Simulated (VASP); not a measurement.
# Bi2Se3 (Paraguanajuatite): accuracy against cost in the plane-wave cutoff and PAW data sets

Aim: find what the plane-wave cutoff and PAW data sets change for Bi2Se3 (Paraguanajuatite), and what they cost. The series runs use PBE. The plane-wave cutoff tried: ENCUT = 150; ENCUT = 180; ENCUT = 220; ENCUT = 240; ENCUT = 280; ENCUT = 320; ENCUT = 390; ENCUT = 490. The PAW data sets tried: minimal 64: Bi Se; recommended 64: Bi_d Se; recommended 54: Bi_d Se; gw 64: Bi_d_GW Se_GW. The start is a cell from a database of measured crystal structures.

Program: VASP 6.6.1. Level of theory: PBE; plane waves and PAW (Bi_d, Se), in the first sound run; inputs show where later runs differ. Results are calculated unless marked as measured.

This is a report of a sequence of runs, with most program output left out.

## (1) Set-up

It takes space group R-3m (No. 166, trigonal). The conventional cell has a = 4.143 Å, b = 4.143 Å, c = 28.636 Å, α = 90.00°, β = 90.00°, γ = 120.00°. Nearest to Bi lie 6 Se at 2.85 to 3.07 Å. Nearest to Se lie 6 Bi at 3.07 Å. Nearest to Se lie 3 Bi at 2.85 Å. Farther neighbours and most contacts between anions are not listed.

## (2) Plane-wave cutoff: ENCUT = 150

The basis grows with ENCUT, and energy and stress both move with it. PBE, the usual starting point, adds the gradient of the density.

The input, INCAR:

```
SYSTEM = Bi2Se3
PREC = Accurate
ENCUT = 150
EDIFF = 1E-06
NELM = 100
ISMEAR = -1
SIGMA = 0.05
LREAL = .FALSE.
ALGO = Normal
GGA = PE
NBANDS = 30
LORBIT = 11
LWAVE = .FALSE.
LCHARG = .FALSE.
KPAR = 4
ISIF = 2
```

The input, POSCAR:

```
Bi2Se3
1.0
   -4.1430000000      0.0000000000      0.0000000000
    2.0715000000     -3.5879432479      0.0000000000
    2.0715000000      1.1959810826      9.5453333333
Bi Se
2 3
Direct
    0.8016000000      0.4008000000      0.2024000000
    0.1984000000      0.5992000000      0.7976000000
    0.0000000000      0.0000000000      0.0000000000
    0.4234000000      0.2117000000      0.6351000000
    0.5766000000      0.7883000000      0.3649000000
```

The input, KPOINTS:

```
Automatic mesh
0
Gamma
7 7 7
0 0 0
```

The projector-augmented-wave data sets are Bi_d and Se (PBE family, release 64).

Started as:

```sh
$ mpirun -np 4 vasp_std
```

Run time: 6.8 s. Hardware: 4 MPI ranks of Intel Xeon 6975P-C (Granite Rapids), shared host; peak memory 0.54 GiB.

The gap is read on the k-mesh alone, so it is an upper bound where the band edges lie off the mesh. Spin-orbit coupling is off here; with elements this heavy it splits and shifts levels by tenths of an eV or more.

Numbers from this step:

| Property | Result |
| --- | --- |
| SCF cycles | 14 |
| electrons | 48 |
| bands | 30 |
| irreducible k-points | 44 |
| symmetry operations | 12 |
| free energy (TOTEN) | -8.089 eV |
| energy at zero smearing | -8.089 eV |
| Fermi energy | 5.029 eV |
| pressure | -143.6 GPa |
| metallic | no |
| valence top at k | 0, 0, 0 |
| conduction bottom at k | 0, 0, 0 |
| least direct gap at k | 0, 0, 0 |
| gap on the k-mesh | 0.2195 eV |
| least direct gap on the k-mesh | 0.2195 eV |

The series starts at -1.6178 eV an atom and -143.58 GPa, after 14 cycles in 6.8 s.

## (3) Plane-wave cutoff: ENCUT = 180

Changes to INCAR since step 2:

```diff
@@ -2,3 +2,3 @@
 PREC = Accurate
-ENCUT = 150
+ENCUT = 180
 EDIFF = 1E-06
```

POSCAR is that of step 2.

KPOINTS is that of step 2.

Started as:

```sh
$ mpirun -np 4 vasp_std
```

The job ended after 5.6 s (4 MPI ranks; peak memory 0.58 GiB; 18 s of CPU time).

Against the run before the energy moves by -2122.00 meV an atom and the pressure by +111.40 GPa, after 13 cycles in 5.6 s.

## (4) Plane-wave cutoff: ENCUT = 220

Changes to INCAR since step 3:

```diff
@@ -2,3 +2,3 @@
 PREC = Accurate
-ENCUT = 180
+ENCUT = 220
 EDIFF = 1E-06
```

POSCAR is that of step 3.

KPOINTS is that of step 3.

Started as:

```sh
$ mpirun -np 4 vasp_std
```

Run time: 8.6 s. Hardware: 4 MPI ranks; peak memory 0.65 GiB.

Against the run before the energy moves by -274.55 meV an atom and the pressure by +31.19 GPa, after 14 cycles in 8.6 s.

## (5) Plane-wave cutoff: ENCUT = 240

Changes to INCAR since step 4:

```diff
@@ -2,3 +2,3 @@
 PREC = Accurate
-ENCUT = 220
+ENCUT = 240
 EDIFF = 1E-06
```

POSCAR is that of step 4.

KPOINTS is that of step 4.

Started as:

```sh
$ mpirun -np 4 vasp_std
```

Wall time 8.4 s (4 MPI ranks); peak memory 0.73 GiB; 30 s of CPU time.

Against the run before the energy moves by -13.26 meV an atom and the pressure by +2.88 GPa, after 14 cycles in 8.4 s.

## (6) Plane-wave cutoff: ENCUT = 280

Changes to INCAR since step 5:

```diff
@@ -2,3 +2,3 @@
 PREC = Accurate
-ENCUT = 240
+ENCUT = 280
 EDIFF = 1E-06
```

POSCAR is that of step 5.

KPOINTS is that of step 5.

Started as:

```sh
$ mpirun -np 4 vasp_std
```

Wall time 8.8 s (4 MPI ranks); peak memory 0.8 GiB.

Against the run before the energy moves by -1.54 meV an atom and the pressure by +0.60 GPa, after 14 cycles in 8.8 s.

## (7) Plane-wave cutoff: ENCUT = 320

Changes to INCAR since step 6:

```diff
@@ -2,3 +2,3 @@
 PREC = Accurate
-ENCUT = 280
+ENCUT = 320
 EDIFF = 1E-06
```

POSCAR is that of step 6.

KPOINTS is that of step 6.

Started as:

```sh
$ mpirun -np 4 vasp_std
```

Elapsed: 10 s, on 4 MPI ranks; peak memory 0.84 GiB; 37 s of CPU time.

Against the run before the energy moves by -0.21 meV an atom and the pressure by -0.23 GPa, after 14 cycles in 10 s.

## (8) Plane-wave cutoff: ENCUT = 390

Changes to INCAR since step 7:

```diff
@@ -2,3 +2,3 @@
 PREC = Accurate
-ENCUT = 320
+ENCUT = 390
 EDIFF = 1E-06
```

POSCAR is that of step 7.

KPOINTS is that of step 7.

Started as:

```sh
$ mpirun -np 4 vasp_std
```

It took 21 s on 4 MPI ranks; peak memory 1.1 GiB.

Against the run before the energy moves by -0.83 meV an atom and the pressure by +0.24 GPa, after 14 cycles in 21 s.

## (9) Plane-wave cutoff: ENCUT = 490

Changes to INCAR since step 8:

```diff
@@ -2,3 +2,3 @@
 PREC = Accurate
-ENCUT = 390
+ENCUT = 490
 EDIFF = 1E-06
```

POSCAR is that of step 8.

KPOINTS is that of step 8.

Started as:

```sh
$ mpirun -np 4 vasp_std
```

Run time: 23 s. Hardware: 4 MPI ranks; peak memory 1.2 GiB; 90 s of CPU time.

Against the run before the energy moves by -0.32 meV an atom and the pressure by +0.08 GPa, after 14 cycles in 23 s.

## (10) The plane-wave cutoff series as a table

This step: convergence of PBE results with the cutoff; plane waves and PAW (VASP 6.6.1).

This step runs nothing: it gathers the runs above.

Differences are taken from the run with ENCUT = 490. Results of the series, by row:

```
    setting     status  energy less the reference (meV/atom)  pressure (GPa)  largest force difference (meV/Å)  gap (eV)  SCF cycles  wall time (s)
ENCUT = 150  converged                                  2413          -143.6                             39.03    0.2195          14            6.8
ENCUT = 180  converged                                 290.7          -32.17                             27.55     0.218          13            5.6
ENCUT = 220  converged                                 16.15         -0.9831                             8.021     0.214          14            8.6
ENCUT = 240  converged                                 2.894           1.893                             4.182    0.2135          14            8.4
ENCUT = 280  converged                                 1.358           2.491                             2.454    0.2134          14            8.8
ENCUT = 320  converged                                 1.149           2.258                             1.949     0.214          14           10.4
ENCUT = 390  converged                                0.3172           2.495                             0.946    0.2145          14             21
ENCUT = 490  converged                                     0           2.577                                 0    0.2146          14             23
```

## (11) PAW data sets: minimal 64: Bi Se

This step: PBE; plane waves and PAW (Bi, Se) (VASP 6.6.1).

Data sets differ in which electrons are valence and how hard the partial waves are.

Changes to INCAR since step 9:

```diff
@@ -2,3 +2,3 @@
 PREC = Accurate
-ENCUT = 490
+ENCUT = 400
 EDIFF = 1E-06
@@ -10,3 +10,3 @@
 GGA = PE
-NBANDS = 30
+NBANDS = 20
 LORBIT = 11
```

POSCAR is that of step 9.

KPOINTS is that of step 9.

The projector-augmented-wave data sets are Bi and Se (PBE family, release 64).

Started as:

```sh
$ mpirun -np 4 vasp_std
```

Run time: 11 s. Hardware: 4 MPI ranks; peak memory 1 GiB.

The data set Bi keeps the semicore shell frozen, which is cheaper and a little less accurate.

This step gave:

```yaml
scf_cycles: 15
electrons: 28
bands: 20
fermi_energy: 4.531 eV
pressure: 2.530 GPa
gap_on_the_k_mesh: 0.2121 eV
least_direct_gap_on_the_k_mesh: 0.2121 eV
```

The series starts at -4.0301 eV an atom and 2.53 GPa, after 15 cycles in 11 s.

## (12) PAW data sets: recommended 64: Bi d Se

This step: PBE; plane waves and PAW (Bi_d, Se) (VASP 6.6.1).

Changes to INCAR since step 11:

```diff
@@ -10,3 +10,3 @@
 GGA = PE
-NBANDS = 20
+NBANDS = 30
 LORBIT = 11
```

POSCAR is that of step 11.

KPOINTS is that of step 11.

The projector-augmented-wave data sets are Bi_d and Se (PBE family, release 64).

Started as:

```sh
$ mpirun -np 4 vasp_std
```

Wall time 15 s (4 MPI ranks); peak memory 1.1 GiB.

With 48 valence electrons the pressure is 2.53 GPa, -0.00 GPa from the first of the series, after 14 cycles in 15 s.

## (13) PAW data sets: recommended 54: Bi d Se

INCAR is that of step 12.

POSCAR is that of step 12.

KPOINTS is that of step 12.

Potentials, in the order of the species: Bi_d and Se (PBE family, release 54).

Started as:

```sh
$ mpirun -np 4 vasp_std
```

The job ended after 17 s (4 MPI ranks; peak memory 1.1 GiB; 67 s of CPU time).

With 48 valence electrons the pressure is 2.53 GPa, -0.00 GPa from the first of the series, after 14 cycles in 17 s.

## (14) PAW data sets: GW 64: Bi d GW Se GW

This step: PBE; plane waves and PAW (Bi_d_GW, Se_GW) (VASP 6.6.1).

Changes to INCAR since step 13:

```diff
@@ -10,3 +10,3 @@
 GGA = PE
-NBANDS = 30
+NBANDS = 32
 LORBIT = 11
```

POSCAR is that of step 13.

KPOINTS is that of step 13.

Potentials, in the order of the species: Bi_d_GW and Se_GW (PBE family, release 64).

Started as:

```sh
$ mpirun -np 4 vasp_std
```

Elapsed: 19 s, on 4 MPI ranks; peak memory 1.2 GiB; 75 s of CPU time.

With 52 valence electrons the pressure is 2.19 GPa, -0.35 GPa from the first of the series, after 14 cycles in 19 s.

## (15) The PAW data sets series as a table

This step: convergence of PBE results with the datasets; plane waves and PAW (VASP 6.6.1).

This step runs nothing: it gathers the runs above.

Differences are taken from the run with recommended 64: Bi_d Se. Results of the series, by row:

```
                        setting     status  pressure (GPa)  largest force difference (meV/Å)  gap (eV)  SCF cycles  wall time (s)
      minimal 64: Bi Se, 400 eV  converged            2.53                             26.52    0.2121          15           10.8
recommended 64: Bi_d Se, 400 eV  converged            2.53                                 0    0.2146          14           15.2
recommended 54: Bi_d Se, 400 eV  converged            2.53                                 0    0.2146          14           17.4
   gw 64: Bi_d_GW Se_GW, 400 eV  converged           2.185                              6.22    0.2117          14           19.4
```

## (16) What came out

```
plane-wave cutoff from which the energy stays within 10 meV/atom of the reference : ENCUT = 240
plane-wave cutoff from which the energy stays within 1 meV/atom of the reference  : ENCUT = 390
plane-wave cutoff from which the pressure stays within 0.2 GPa of the reference   : ENCUT = 390
spread of the pressure over the plane-wave cutoff                                 : 146 GPa
spread of the energy over the plane-wave cutoff                                   : 2413 meV/atom
spread of the pressure over the PAW data sets                                     : 0.345 GPa
```

**Reading.** From ENCUT = 390 on, the energy stays within 1 meV an atom of the reference, at 91 % of its time. The pressure holds within 0.2 GPa from ENCUT = 390 on. These cutoffs are 0.6 to 2 times the default of the data sets, about 240 eV; at the default the run is off by +2.9 meV an atom, -0.68 GPa, 4.2 meV/Å in forces, and at 1.3 times by +1.1 meV an atom, -0.32 GPa, 1.9 meV/Å in forces. Energy differences between like cells converge faster than these totals. The choice of data set moves the pressure between 2.19 GPa (gw 64: Bi_d_GW Se_GW) and 2.53 GPa (minimal 64: Bi Se); all ran at 400 eV. Differences are taken from the run with ENCUT = 490, which is itself not the exact limit. Data sets differ in their zero of energy, so energies are not compared. The runs at ENCUT = 150; ENCUT = 180; ENCUT = 220 are over 30 meV an atom or 2 GPa off and describe the material poorly.

[Lines on the potential files, build, host, timing and source positions are cut from VASP's logs without a mark.]

[Logs are printed without paths, hosts, clocks, repeated set-up lines and the standing remarks that a program may print on its own settings, such as how far it seeks lower states.]

[Hosts, paths, dates, database ids (printed as entryN), source tags and the programs' standing remarks are cut or masked in the printed files.]

[A measured line is paired with the nearest computed mode of its activity, which favours agreement.]
